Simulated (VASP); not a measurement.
# BeHF3 (Pm-3m) in VASP: notebook, part 2 of 2

VASP 6.6.1. The steps go on from the part before.

## Step 4: Single point, PBE (species swapped into the Ba3PbO type (Pm-3m, No. 221))

Contents of INCAR:

```
SYSTEM = BeHF3
ALGO = Fast
EDIFF = 1E-6
ENCUT = 520
GGA = PE
ISIF = 2
ISMEAR = 0
LASPH = .TRUE.
LCHARG = .TRUE.
LELF = .TRUE.
LREAL = .FALSE.
LVHAR = .TRUE.
LWAVE = .FALSE.
NBANDS = 20
NELM = 100
PREC = Accurate
SIGMA = 0.1
```

Contents of KPOINTS:

```
k-points
0
G
  6 6 6
  0 0 0
```

Contents of POSCAR:

```
BeHF3
1.0
    3.4488399606      0.0000000000      0.0000000000
    0.0000000000      3.4488399606      0.0000000000
    0.0000000000      0.0000000000      3.4488399606
Be H F
1 1 3
Direct
    0.5000000000      0.5000000000      0.5000000000
    0.0000000000      0.0000000000      0.0000000000
    0.0000000000      0.5000000000      0.5000000000
    0.5000000000      0.0000000000      0.5000000000
    0.5000000000      0.5000000000      0.0000000000
```

Potentials or basis: VASP PAW PBE potentials, release 64 (Be, H, F).

The run is started by

```console
$ cat potpaw_PBE.64/Be/POTCAR potpaw_PBE.64/H/POTCAR potpaw_PBE.64/F/POTCAR > POTCAR
$ mpirun -np 1 vasp_std > vasp.out
```

OUTCAR:

```text
SYSTEM = BeHF3
   EDIFF = 1E-6
   ENCUT = 520
   GGA = PE
   ISIF = 2
   ISMEAR = 0
   LASPH = .TRUE.
   LREAL = .FALSE.
   NELM = 100
   PREC = Accurate

 ion  position               nearest neighbor table
   1  0.500  0.500  0.500-   3 1.72   4 1.72   5 1.72   5 1.72   4 1.72   3 1.72
   2  0.000  0.000  0.000-
   3  0.000  0.500  0.500-   1 1.72   1 1.72
   4  0.500  0.000  0.500-   1 1.72   1 1.72
   5  0.500  0.500  0.000-   1 1.72   1 1.72

  LATTYP: Found a simple cubic cell.
 ALAT       =     3.4488399606

  Lattice vectors:

 A1 = (   3.4488399606,   0.0000000000,   0.0000000000)
 A2 = (   0.0000000000,   3.4488399606,   0.0000000000)
 A3 = (   0.0000000000,   0.0000000000,   3.4488399606)

Analysis of symmetry for initial positions (statically):
=====================================================================
 Subroutine PRICEL returns:
[... 171 lines left out ...]
  free energy    TOTEN  =       -19.73106225 eV

  energy without entropy =      -19.72880157  energy(sigma->0) =      -19.72993191

 E-fermi :  -0.4965     XC(G=0): -10.0237

 val. band max:       -0.5758071112   @ k =   0.5000   0.5000   0.5000
 cond. band min:      -0.2752050777   @ k =   0.5000   0.5000   0.3333
 fundamental gap:      0.3006020334
 Fermi energy:        -0.4965046186

 k-point     1 :       0.0000    0.0000    0.0000
  band No.  band energies     occupation
      1     -22.7280      2.00000
      2     -20.7162      2.00000
      3     -20.7162      2.00000
      4      -5.6275      2.00000
      5      -5.6275      2.00000
      6      -5.6275      2.00000
[... 449 lines left out ...]
     19      15.0497      0.00000
     20      18.2424      0.00000

------------------------ aborting loop because EDIFF is reached ----------------------------------------

  FORCE on cell =-STRESS in cart. coord.  units (eV):
  Direction    XX          YY          ZZ          XY          YZ          ZX
  --------------------------------------------------------------------------------------
  -------------------------------------------------------------------------------------
  Total       -0.0267720     -0.0267720     -0.0267720     -0.0000000     -0.0000000      0.0000000
  in kB       -1.0456170     -1.0456170     -1.0456170     -0.0000000     -0.0000000      0.0000000
  external PRESSURE =      -1.0456170 kB  Pullay stress =       0.0000000 kB

 VOLUME and BASIS-vectors are now :
 -----------------------------------------------------------------------------
  energy-cutoff  :      520.00
  volume of cell :       41.02
      direct lattice vectors                 reciprocal lattice vectors
     3.448839961  0.000000000  0.000000000     0.289952567  0.000000000  0.000000000
     0.000000000  3.448839961  0.000000000     0.000000000  0.289952567  0.000000000
     0.000000000  0.000000000  3.448839961     0.000000000  0.000000000  0.289952567

 POSITION                                       TOTAL-FORCE (eV/Angst)
 -----------------------------------------------------------------------------------
      1.72442      1.72442      1.72442         0.000000      0.000000      0.000000
      0.00000      0.00000      0.00000         0.000000      0.000000      0.000000
      0.00000      1.72442      1.72442         0.000000      0.000000      0.000000
      1.72442      0.00000      1.72442         0.000000      0.000000      0.000000
      1.72442      1.72442      0.00000         0.000000      0.000000      0.000000
 -----------------------------------------------------------------------------------
    total drift:                                0.000000      0.000000      0.000000

  FREE ENERGIE OF THE ION-ELECTRON SYSTEM (eV)
  ---------------------------------------------------
  free  energy   TOTEN  =       -19.7310622481 eV

  energy  without entropy=      -19.7288015744  energy(sigma->0) =      -19.72993191
```

It took 8.2 s on 1 thread of Intel Xeon 6975P-C (Granite Rapids), shared host; peak memory 0.15 GiB.

Results:

| Item | Value |
| --- | --- |
| Free energy | -19.7311 eV |
| Pressure | -0.1 GPa |
| Band gap on the k mesh | none (metal or under the smearing width) |

## Step 5: Relaxation of cell and atoms, PBE (species swapped into the Ba3PbO type (Pm-3m, No. 221))

Contents of INCAR:

```
PREC = Accurate
ENCUT = 600
EDIFF = 1E-6
ISMEAR = 0
SIGMA = 0.1
LREAL = False
LASPH = True
NELM = 100
ALGO = Normal
ISIF = 3
LWAVE = False
LCHARG = False
GGA = PE
IBRION = 2
NSW = 90
EDIFFG = -0.04
```

Contents of KPOINTS:

```
Automatic mesh
0
Gamma
  6 6 6
```

POSCAR is that of step 4.

The run is started by

```console
$ cat potpaw_PBE.64/Be/POTCAR potpaw_PBE.64/H/POTCAR potpaw_PBE.64/F/POTCAR > POTCAR
$ mpirun -np 1 vasp_std > vasp.out
```

Wall time 6.8 s (1 thread of Intel Xeon 6975P-C (Granite Rapids), shared host); peak memory 0.15 GiB.

The run converged. Its results:

```
Free energy             : -19.7375 eV
Pressure after relaxing : -0.3 GPa
Band gap on the k mesh  : none (metal or under the smearing width)
```

Final structure:
```xyz
5
Lattice="3.4488 0.0000 0.0000 0.0000 3.4488 0.0000 0.0000 0.0000 3.4488" Properties=species:S:1:pos:R:3 pbc="T T T"
Be    1.7244    1.7244    1.7244
H     0.0000    0.0000    0.0000
F     0.0000    1.7244    1.7244
F     1.7244    0.0000    1.7244
F     1.7244    1.7244    0.0000
```

Levels at points of the mesh, in eV from the Fermi level:
| k point | band 10 | band 11 | band 12 | band 13 | band 14 | band 15 |
| --- | --- | --- | --- | --- | --- | --- |
| (0.00, 0.00, 0.00) | -0.85 | -0.85 | -0.85 | -0.57 | 11.57 | 17.26 |
| (0.50, 0.00, 0.00) | -1.46 | -0.93 | -0.93 | 1.41 | 11.44 | 14.96 |
| (0.50, 0.50, 0.00) | -1.72 | -1.43 | -0.09 | 1.22 | 12.74 | 12.74 |
| (0.50, 0.50, 0.50) | -0.16 | -0.08 | -0.08 | -0.08 | 12.75 | 12.75 |

Caveat: the relaxation stopped at its first step, so nothing moved.

## Step 6: The runs side by side

```tsv
task	cell	k mesh	cutoff (eV)	gap on the mesh (eV)	pressure (GPa)
single point	species swapped into the Ba3PbO type (Pm-3m, No. 221)	12 × 12 × 12	520	none	-0.1
relaxation of cell and atoms	relaxed from: species swapped into the Ba3PbO type (Pm-3m, No. 221)	12 × 12 × 12	600	none	0.0
single point	species swapped into the Ba3PbO type (Pm-3m, No. 221)	6 × 6 × 6	520	none	-0.1
relaxation of cell and atoms	relaxed from: species swapped into the Ba3PbO type (Pm-3m, No. 221)	6 × 6 × 6	600	none	-0.3
```

Alike in all rows: level PBE; potentials or basis VASP PAW PBE potentials, release 64 (Be, H, F); no spin polarisation; smearing gaussian 0.1 eV.

Caveats: the relaxation stopped at its first step, so nothing moved (some runs).

Total energies depend on the potentials used, so only differences within one code and one set of settings carry meaning.
